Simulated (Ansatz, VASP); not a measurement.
# CoO: VASP beside Ansatz, part 2 of 2

Aim: how closely do two programs agree when they are given the same cell, functional and k mesh? The cell is taken from a series of runs on this material, whose earlier steps may have relaxed, scaled, displaced or heated it; both programs get it as it stands.

VASP 6.6.1 and Ansatz 0.2.0.

So far. Step 2 (Ansatz: single point, PBE, DFT+U, pair 1): The run ends at a pressure of 5.59 GPa.

In doubt: warnings of the run leave room for a lower electronic state (step 2), so energies may not be the lowest and differences between runs may mislead.

**3. VASP: single point, PBE, DFT+U, pair 1**

Level of this step: PBE, DFT+U (Co d 3.32 eV), spin-polarised from an antiferromagnetic start; plane waves and PAW (Co, O) (VASP).

The same cell, functional, mesh and smearing now go to VASP, with its own data sets.

Lines of VASP's logs that name or quote its potential files are left out, and so is its time.

Input file INCAR:

```
SYSTEM = CoO
PREC = Accurate
ENCUT = 600
EDIFF = 1E-06
NELM = 200
ISMEAR = 0
SIGMA = 0.05
LREAL = .FALSE.
ALGO = Normal
GGA = PE
NBANDS = 23
ISPIN = 2
MAGMOM = -2.53 2.53 0 -0
LDAU = .TRUE.
LDAUTYPE = 2
LDAUL = 2 -1
LDAUU = 3.32 0
LDAUJ = 0 0
LDAUPRINT = 1
LASPH = .TRUE.
LMAXMIX = 4
LORBIT = 11
LWAVE = .FALSE.
LCHARG = .FALSE.
ISIF = 2
GGA_COMPAT = .FALSE.
KPAR = 2
```

Input file POSCAR:

```
CoO
1.0
    2.1315000000      0.0000000000     -2.1315000000
    2.1315000000     -2.1315000000      0.0000000000
   -2.1315000000     -2.1315000000     -4.2630000000
Co O
2 2
Direct
    0.0000000000      0.5000000000      0.5000000000
    0.0000000000      0.0000000000      0.0000000000
    0.5000000000      0.2500000000      0.7500000000
    0.5000000000      0.7500000000      0.2500000000
```

Input file KPOINTS:

```
Automatic mesh
0
Gamma
12 12 12
0 0 0
```

Potentials, in the order of the species: Co and O (PBE family, release 64).

Command:

```
$ mpirun -np 2 vasp_std
```

Numbers of over 12 decimals in the logs are rounded to 6 here.

Output:

```text
[banner, memory and clock lines left out]
running    2 mpi-ranks, on    1 nodes
 distrk:  each k-point on    1 cores,    2 groups
 distr:  one band on    1 cores,    1 groups

 POSCAR found type information on POSCAR CoO
 POSCAR found :  2 types and       4 ions
 LDA part: xc-table for (Slater+PW92), standard interpolation
 POSCAR, INCAR and KPOINTS ok, starting setup
 FFT: planning ... GRIDC
 FFT: planning ... GRID_SOFT
 FFT: planning ... GRID
 WAVECAR not read
 entering main loop
       N       E                     dE             d eps       ncg     rms          rms(c)
DAV:   1     0.261632506983E+03    0.26163E+03   -0.15571E+04 17548   0.179E+03
DAV:   2     0.217754835292E+01   -0.25945E+03   -0.23485E+03 18536   0.367E+02
DAV:   3    -0.256525102561E+02   -0.27830E+02   -0.26814E+02 20468   0.140E+02
DAV:   4    -0.263002464829E+02   -0.64774E+00   -0.64593E+00 19500   0.220E+01
DAV:   5    -0.263197581847E+02   -0.19512E-01   -0.19510E-01 23521   0.358E+00    0.220E+01
DAV:   6    -0.231455600041E+02    0.31742E+01   -0.30374E+01 24858   0.998E+01    0.251E+01
DAV:   7    -0.225307979286E+02    0.61476E+00   -0.14366E+01 21629   0.686E+01    0.108E+01
DAV:   8    -0.226398798343E+02   -0.10908E+00   -0.10900E+00 24098   0.145E+01    0.664E+00
DAV:   9    -0.226788411704E+02   -0.38961E-01   -0.34794E-01 29575   0.124E+01    0.207E+00
DAV:  10    -0.226704929768E+02    0.83482E-02   -0.13065E-01 23797   0.778E+00    0.790E-01
DAV:  11    -0.226895704881E+02   -0.19078E-01   -0.11637E-01 26250   0.261E+00    0.916E-01
DAV:  12    -0.226628915399E+02    0.26679E-01   -0.47328E-01 29740   0.386E+00    0.334E-01
DAV:  13    -0.226632669329E+02   -0.37539E-03   -0.31792E-03 19775   0.577E-01    0.305E-01
DAV:  14    -0.226620759508E+02    0.11910E-02   -0.36443E-02 24360   0.788E-01    0.108E-01
DAV:  15    -0.226620877626E+02   -0.11812E-04   -0.24590E-04 18384   0.170E-01    0.947E-02
DAV:  16    -0.226618626327E+02    0.22513E-03   -0.27530E-03 31071   0.298E-01    0.220E-02
DAV:  17    -0.226618703437E+02   -0.77110E-05   -0.48453E-05 23128   0.697E-02    0.108E-02
DAV:  18    -0.226618679633E+02    0.23804E-05   -0.27763E-05 20270   0.298E-02    0.339E-03
DAV:  19    -0.226618681659E+02   -0.20268E-06   -0.85486E-06  9170   0.158E-02
   1 F= -.22661868E+02 E0= -.22656228E+02  d E =-.112813E-01  mag=     0.0000
```

OUTCAR, selected parts (step 3):

```text
ion  position               nearest neighbor table
   1  0.000  0.500  0.500-   3 2.13   4 2.13   4 2.13   3 2.13   3 2.13   4 2.13   2 3.01   2 3.01
                             2 3.01   2 3.01   2 3.01   2 3.01
   2  0.000  0.000  0.000-   3 2.13   4 2.13   3 2.13   4 2.13   3 2.13   4 2.13   1 3.01   1 3.01
                             1 3.01   1 3.01   1 3.01   1 3.01
   3  0.500  0.250  0.750-   1 2.13   2 2.13   1 2.13   2 2.13   1 2.13   2 2.13
   4  0.500  0.750  0.250-   1 2.13   2 2.13   2 2.13   1 2.13   1 2.13   2 2.13

  LATTYP: Found a trigonal (rhomboedric) cell.
 ALAT       =     5.2210873867
 COS(alpha) =     0.8333333333

 Subroutine GETGRP returns: Found 12 space group operations
 (whereof 12 operations were pure point group operations)

The static configuration has the point symmetry D_3d.

 Found    189 irreducible k-points:

   k-points           NKPTS =    189   k-points in BZ     NKDIM =    189   number of bands    NBANDS=     23

   dimension x,y,z NGX =    24 NGY =   24 NGZ =   42
   dimension x,y,z NGXF=    48 NGYF=   48 NGZF=   84

   ENCUT  =  600.0 eV  44.10 Ry    6.64 a.u.   6.02  6.02 10.43*2*pi/ulx,y,z

   NELECT =      30.0000    total number of electrons

 k-points in reciprocal lattice and weights: Automatic mesh
   0.00000000  0.00000000  0.00000000       0.001
   0.08333333  0.00000000  0.00000000       0.003
   0.16666667  0.00000000  0.00000000       0.003
   0.25000000  0.00000000  0.00000000       0.003
   0.33333333  0.00000000  0.00000000       0.003
   0.41666667  0.00000000  0.00000000       0.003
   0.50000000  0.00000000  0.00000000       0.002
   0.00000000  0.08333333  0.00000000       0.003
   0.16666667  0.08333333  0.00000000       0.007
[...]
0.0000  0.0000 -0.0000 -0.0000  1.0021

spin component  2

  0.6527  0.0197 -0.0314  0.0197 -0.0000
  0.0197  0.6527  0.0157  0.0197 -0.0272
 -0.0314  0.0157  0.1541  0.0157 -0.0000
  0.0197  0.0197  0.0157  0.6527  0.0272
 -0.0000 -0.0272 -0.0000  0.0272  0.1541

 occupancies and eigenvectors

  o =  0.1511  v =  0.0000  0.0000  0.0000  0.0000  0.0000  0.0650 -0.0322  0.9968 -0.0328  0.0054      0.0000  0.0000  0.0000  0.0000  0.0000  0.0000  0.0000  0.0000  0.0000  0.0000
  o =  0.1511  v =  0.0000  0.0000  0.0000  0.0000  0.0000 -0.0003  0.0564 -0.0054 -0.0561  0.9968      0.0000  0.0000  0.0000  0.0000  0.0000  0.0000  0.0000  0.0000  0.0000  0.0000
  o =  0.6361  v =  0.0000  0.0000  0.0000  0.0000  0.0000 -0.8097  0.3337  0.0792  0.4760  0.0080      0.0000  0.0000  0.0000  0.0000  0.0000  0.0000  0.0000  0.0000  0.0000  0.0000
  o =  0.6361  v =  0.0000  0.0000  0.0000  0.0000  0.0000 -0.0822  0.7424  0.0080 -0.6602 -0.0792      0.0000  0.0000  0.0000  0.0000  0.0000  0.0000  0.0000  0.0000  0.0000  0.0000
  o =  0.6921  v =  0.0000  0.0000  0.0000  0.0000  0.0000 -0.5774 -0.5774 -0.0000 -0.5774  0.0000      0.0000  0.0000  0.0000  0.0000  0.0000  0.0000  0.0000  0.0000  0.0000  0.0000
  o =  0.9681  v = -0.5774 -0.5774 -0.0000 -0.5774 -0.0000  0.0000  0.0000  0.0000  0.0000  0.0000      0.0000  0.0000  0.0000  0.0000  0.0000  0.0000  0.0000  0.0000  0.0000  0.0000
  o =  0.9685  v =  0.6797 -0.7316 -0.0012  0.0519  0.0008  0.0000  0.0000  0.0000  0.0000  0.0000      0.0000  0.0000  0.0000  0.0000  0.0000  0.0000  0.0000  0.0000  0.0000  0.0000
  o =  0.9685  v = -0.4523 -0.3625  0.0008  0.8148  0.0012  0.0000  0.0000  0.0000  0.0000  0.0000      0.0000  0.0000  0.0000  0.0000  0.0000  0.0000  0.0000  0.0000  0.0000  0.0000
  o =  1.0021  v = -0.0011  0.0006 -1.0000  0.0006 -0.0000  0.0000  0.0000  0.0000  0.0000  0.0000      0.0000  0.0000  0.0000  0.0000  0.0000  0.0000  0.0000  0.0000  0.0000  0.0000
  o =  1.0021  v =  0.0000  0.0010 -0.0000 -0.0010  1.0000  0.0000  0.0000  0.0000  0.0000  0.0000      0.0000  0.0000  0.0000  0.0000  0.0000  0.0000  0.0000  0.0000  0.0000  0.0000

 average (electrostatic) potential at core
       1 -81.2488       2 -81.2488       3 -67.9510       4 -67.9510

 E-fermi :   7.3214

 spin component 1
 k-point     1 :       0.0000    0.0000    0.0000
  band No.  band energies     occupation
    ...
     12       5.3700      1.00000
     13       5.3702      1.00000
     14       6.8929      1.00000
     15       6.8930      1.00000
     16       6.9940      1.00000
     17       9.1619      0.00000
     18      10.5024      0.00000
     19      10.5026      0.00000
     20      13.1491      0.00000
     21      17.5757      0.00000
    ...

 k-point     2 :       0.0833    0.0000    0.0000
  band No.  band energies     occupation
    ...
     12       5.6343      1.00000
     13       5.7154      1.00000
     14       6.8806      1.00000
     15       6.9661      1.00000
     16       7.0120      1.00000
     17       9.6687      0.00000
     18      10.3862      0.00000
     19      10.4446      0.00000
     20      13.5898      0.00000
     21      17.5071      0.00000
    ...

 k-point     3 :       0.1667    0.0000    0.0000
  band No.  band energies     occupation
    ...
     12       5.8649      1.00000
     13       5.9858      1.00000
     14       6.7740      1.00000
     15       7.0918      1.00000
     16       7.1331      1.00000
     17      10.2676      0.00000
     18      10.3403      0.00000
     19      10.7453      0.00000
     20      14.5324      0.00000
     21      17.3456      0.00000
    ...

 k-point     4 :       0.2500    0.0000    0.0000
  band No.  band energies     occupation
    ...
     12       5.9378      1.00000
     13       6.0731      1.00000
     14       6.6538      1.00000
     15       7.1913      0.99988
     16       7.2793      0.88304
     17      10.3249      0.00000
     18      10.3310      0.00000
     19      11.8559      0.00000
     20      15.1866      0.00000
     21      17.3799      0.00000
    ...

 k-point     5 :       0.3333    0.0000    0.0000
  band No.  band energies     occupation
    ...
     11       4.4109      1.00000
     12       5.8636      1.00000
     13       5.9707      1.00000
     14       6.6272      1.00000
     15       7.3008      0.71946
     16       7.3666      0.10055
     17      10.4400      0.00000
     18      10.5214      0.00000
     19      12.6754      0.00000
     20      14.9220      0.00000
    ...

 k-point     6 :       0.4167    0.0000    0.0000
  band No.  band energies     occupation
    ...
     10       4.1777      1.00000
     11       4.3797      1.00000
     12       5.7332      1.00000
     13       5.7910      1.00000
     14       6.6603      1.00000
     15       7.4056      0.00857
     16       7.4227      0.00207
     17      10.5900      0.00000
     18      10.7068      0.00000
     19      13.0360      0.00000
    ...

  Total       -1.0091228     -1.0091228     -1.0091228      0.9558555      0.9558555      0.9558555
  in kB      -41.7386713    -41.7386713    -41.7386713     39.5354632     39.5354632     39.5354632
  external PRESSURE =     -41.7386713 kB  Pullay stress =       0.0000000 kB

  energy-cutoff  :      600.00
  volume of cell :       38.74
      direct lattice vectors                 reciprocal lattice vectors
     2.131500000  0.000000000 -2.131500000     0.234576589  0.234576589 -0.234576589
     2.131500000 -2.131500000  0.000000000     0.117288295 -0.351864884  0.117288295
    -2.131500000 -2.131500000 -4.263000000    -0.117288295 -0.117288295 -0.117288295

 POSITION                                       TOTAL-FORCE (eV/Angst)
 -----------------------------------------------------------------------------------
      0.00000     -2.13150     -2.13150        -0.000000     -0.000000     -0.000000
      0.00000      0.00000      0.00000        -0.000000      0.000000     -0.000000
      0.00000     -2.13150     -4.26300        -0.000000     -0.000000      0.000000
      2.13150     -2.13150     -2.13150         0.000000      0.000000     -0.000000
 -----------------------------------------------------------------------------------
    total drift:                                0.000000     -0.000000      0.000000

  FREE ENERGIE OF THE ION-ELECTRON SYSTEM (eV)
  ---------------------------------------------------
  free  energy   TOTEN  =       -22.6618681659 eV

  energy  without entropy=      -22.6505868855  energy(sigma->0) =      -22.65622753

 total charge
# of ion       s       p       d       tot
------------------------------------------
    1        0.296   0.358   7.152   7.805
    2        0.296   0.358   7.152   7.805
    3        1.552   3.438   0.000   4.990
    4        1.552   3.438   0.000   4.990
--------------------------------------------------
tot          3.696   7.591  14.303  25.590

 magnetization (x)
# of ion       s       p       d       tot
------------------------------------------
    1       -0.003   0.001  -2.642  -2.644
    2        0.003  -0.001   2.642   2.644
    3        0.000   0.000   0.000   0.000
    4        0.000   0.000   0.000   0.000
--------------------------------------------------
tot          0.000   0.000  -0.000  -0.000

[... 1 further part left out ...]
```

The run ends at a pressure of -4.17 GPa.

**4. Side by side**

Known differences besides the potentials themselves: VASP starts from the moments at which Ansatz ended; U acts on the PAW sphere in VASP and on atomic orbitals in Ansatz, so only states and trends compare; the data sets hold 46 valence electrons in Ansatz (on its default PAW (the set named soft_2) files) and 30 in VASP; the cutoff is 420 eV in Ansatz and 600 eV in VASP; site moments are counted in spheres of each program's own size. Total energies have different zeros and are not compared.

The two programs side by side:

```
              quantity  Ansatz   VASP  difference
        pressure (GPa)    5.59  -4.17       +9.76
gap on the k mesh (eV)   2.308  0.000      +2.308
    moment on Co1 (μB)   -2.53  -2.64       +0.11
    moment on Co2 (μB)    2.53   2.64       -0.11
```

The run of VASP shows no gap on this mesh, while the other program finds a gap of 2.31 eV: the two runs may hold unlike electronic states. A gap on the mesh is an upper bound, since the band edges may lie between its points.

**5. Other set-ups**

Further runs change the set-up of one program: Ansatz's method, potentials or start, or VASP's data sets, cutoff or form of LDA. The table gives Ansatz less VASP for each quantity, since a change that brings one quantity closer may part another. Site moments also change with the sphere that a data set brings.

```csv
run,pressure (GPa),gap on the k mesh (eV),moment on Co1 (μB),moment on Co2 (μB)
as above,9.8,2.3,0.11,-0.11
VASP with the data sets Co_sv and O,4.2,0.24,0.073,-0.073
```

**6. Ansatz: single point, PBE, DFT+U, pair 2**

With cell and atoms fixed, the geometry can't cause a difference; cores, projectors, grids and the points listed under the comparison can.

The cell is taken from a series of runs on this material, whose earlier steps may have relaxed, scaled, displaced or heated it; both programs get it as it stands.

Input file input.yaml:

```yaml
crystal:
  lattice:
    - [2.1315, -2.1315, 0.0]
    - [-2.1315, -2.1315, 0.0]
    - [0.0, 0.0, -4.263]
  atoms:
    - { symbol: Co, position: [0.5, 0.5, 0.5], spin: -3.0 }
    - { symbol: Co, position: [0.0, 0.0, 0.0], spin: 3.0 }
    - { symbol: O, position: [0.5, 0.5, 0.0] }
    - { symbol: O, position: [0.0, 0.0, 0.5] }
kpoints:
  mp_grid: { grid: [10, 10, 8] }
hamiltonian:
  xc: pbe
  hubbard: { sites: [{ species: Co, l: d, u_eff: 3.32 }] }
scf:
  occupations: { method: gaussian, width: 0.05 }
  max_iter: 100
output:
  forces: true
  stress: true
  eigenvalues: true
  populations: true
magnetization:
  spin_polarized: true
```

Command:

```
$ ansatz run input.yaml --threads 4 --pin off --max-ram 7168MiB --backend cpu --events-out ev --progress --plain --runs-dir out
```

Output:

```text
[...]
Crystal: 4 atoms, lattice volume = 38.736 Å³
Basis set: ecut = 420 eV, 727 PW (Γ), exchange–correlation on 48×48×60 points (8 copies of the dense FFT grid, shifted against one another)
Bands: 32, of which v1, the nominal top of the filled ones, is band 23 counted from 1 (22 counted from 0)
Symmetry: 16 space group operations
[...]
k-point 251 ↓: bands = [... 19 lower, 10.6980, 11.6371, 11.7496, 11.9466, 15.5208, 15.9463, 16.5536, 21.8990, ... 5 higher]
Occupation matrices written to <dir>
--- Löwdin populations: 4 sites ---
  site symbol       q [e]    m [muB]
     0     Co     15.8001    -2.6966
     1     Co     15.8001     2.6966
     2      O      7.0724     0.0982
     3      O      7.0724    -0.0982
  spilling = 0.005542 (of n_electrons = 46.000000)
[key lines of the parts left out:]
SCF converged after 2 iterations
Magnetization: 0.0000 μB (23.0000 up, 23.0000 down)
Free energy (F): -11382.755472 eV
Fermi energy:    14.322639 eV
P = ⅓ Tr σ = 8.4235 GPa (84.235 kbar)
```

The run ends at a pressure of 8.42 GPa.

**7. VASP: single point, PBE, DFT+U, pair 2**

The same cell, functional, mesh and smearing now go to VASP, with its own data sets.

INCAR: that of step 3 with these lines changed.

```diff
@@ -12,3 +12,3 @@
 ISPIN = 2
-MAGMOM = -2.53 2.53 0 -0
+MAGMOM = -2.59 2.59 0.08 -0.08
 LDAU = .TRUE.
```

Input file POSCAR:

```
CoO
1.0
    2.1315000000     -2.1315000000      0.0000000000
   -2.1315000000     -2.1315000000      0.0000000000
    0.0000000000      0.0000000000     -4.2630000000
Co O
2 2
Direct
    0.5000000000      0.5000000000      0.5000000000
    0.0000000000      0.0000000000      0.0000000000
    0.5000000000      0.5000000000      0.0000000000
    0.0000000000      0.0000000000      0.5000000000
```

Input file KPOINTS:

```
Automatic mesh
0
Gamma
10 10 8
0 0 0
```

Command:

```
$ mpirun -np 2 vasp_std
```

Output:

```text
[... set-up lines as in an earlier step ...]
 entering main loop
       N       E                     dE             d eps       ncg     rms          rms(c)
DAV:   1     0.262414962173E+03    0.26241E+03   -0.15580E+04  9820   0.179E+03
DAV:   2     0.286191412115E+01   -0.25955E+03   -0.23478E+03 10164   0.367E+02
DAV:   3    -0.253302341854E+02   -0.28192E+02   -0.27162E+02 11375   0.140E+02
DAV:   4    -0.260020936944E+02   -0.67186E+00   -0.66971E+00 10816   0.222E+01
[...]
DAV:  15    -0.237782827676E+02   -0.51299E-05   -0.17114E-05 12211   0.479E-02    0.130E-02
DAV:  16    -0.237782838644E+02   -0.10968E-05   -0.29479E-06 10522   0.242E-02    0.560E-03
DAV:  17    -0.237782840169E+02   -0.15246E-06   -0.79527E-07  6318   0.179E-02
   1 F= -.23778284E+02 E0= -.23778253E+02  d E =-.618628E-04  mag=    -0.0000
```

Parts of OUTCAR (step 7):

```text
  Total       -0.0126286     -0.0126286      3.2075394      0.0000000      0.0000000     -0.0000000
  in kB       -0.5223367     -0.5223367    132.6681198      0.0000000      0.0000000     -0.0000000
  external PRESSURE =      43.8744821 kB  Pullay stress =       0.0000000 kB

 POSITION                                       TOTAL-FORCE (eV/Angst)
 -----------------------------------------------------------------------------------
      0.00000     -2.13150     -2.13150        -0.000000     -0.000000     -0.000000
      0.00000      0.00000      0.00000        -0.000000      0.000000     -0.000000
      0.00000     -2.13150      0.00000         0.000000      0.000000      0.000000
      0.00000      0.00000     -2.13150        -0.000000     -0.000000     -0.000000
 -----------------------------------------------------------------------------------
    total drift:                                0.000000      0.000000      0.000000

  FREE ENERGIE OF THE ION-ELECTRON SYSTEM (eV)
  ---------------------------------------------------
  free  energy   TOTEN  =       -23.7782840169 eV

  energy  without entropy=      -23.7782221541  energy(sigma->0) =      -23.77825309

 magnetization (x)
# of ion       s       p       d       tot
------------------------------------------
    1       -0.025  -0.022  -2.699  -2.746
    2        0.025   0.022   2.699   2.746
    3        0.009   0.106   0.000   0.116
    4       -0.009  -0.106   0.000  -0.116
--------------------------------------------------
tot          0.000  -0.000   0.000  -0.000

[... 3 further parts left out ...]
[key lines of the parts left out:]
E-fermi :   7.7276
```

The run ends at a pressure of 4.39 GPa.

**8. Side by side**

What differs besides the data sets and the points named for the pairs above, as far as they apply: the data sets hold 46 valence electrons in Ansatz (on its default PAW (the set named soft_2) files) and 30 in VASP. Total energies have different zeros and are not compared.

The two programs side by side:

```csv
quantity,Ansatz,VASP,difference
pressure (GPa),8.42,4.39,+4.04
gap on the k mesh (eV),1.400,0.109,+1.291
moment on Co1 (μB),-2.59,-2.75,+0.15
moment on Co2 (μB),2.59,2.75,-0.15
moment on O3 (μB),0.08,0.12,-0.04
moment on O4 (μB),-0.08,-0.12,+0.04
```

A gap on the mesh is an upper bound, since the band edges may lie between its points.

**9. Summary of results**

```yaml
difference_in_gap_on_the_k_mesh_single_point_pbe_dft_u_pair_1: 2.3 eV
difference_in_pressure_single_point_pbe_dft_u_pair_1: 9.8 GPa
difference_in_gap_on_the_k_mesh_single_point_pbe_dft_u_pair_2: 1.3 eV
difference_in_pressure_single_point_pbe_dft_u_pair_2: 4.0 GPa
```

**Reading.** The difference in gap on the k mesh is 2.3 eV (single point, PBE, DFT+U, pair 1). The data sets hold unlike numbers of valence electrons (46 in Ansatz and 30 in VASP), so part of the differences comes from the potentials. By the marks of this series, far apart in the single point, PBE, DFT+U, pair 1 pair: the difference in pressure, 9.8 GPa. Single point, PBE, DFT+U, pair 1, VASP with the data sets Co_sv and O: the difference in pressure goes from 9.8 to 4.2 GPa; the difference in gap on the k mesh goes from 2.3 to 0.24 eV; the difference in moment on Co1 goes from 0.11 to 0.073 μB; the difference in moment on Co2 goes from -0.11 to -0.073 μB. By the marks of this series, far apart in the single point, PBE, DFT+U, pair 2 pair: the difference in pressure, 4.0 GPa. What causes the difference of the single point, PBE, DFT+U, pair 2 pair stays open here. How closely two codes agree says nothing of how well the functional describes the real material.

[Lines on the potential files, build, host, timing and source positions are cut from VASP's logs without a mark.]

[Logs are printed without paths, hosts, clocks, repeated set-up lines and the standing remarks that a program may print on its own settings, such as how far it seeks lower states.]

[Hosts, paths, dates, database ids (printed as entryN), source tags and the programs' standing remarks are cut or masked in the printed files.]
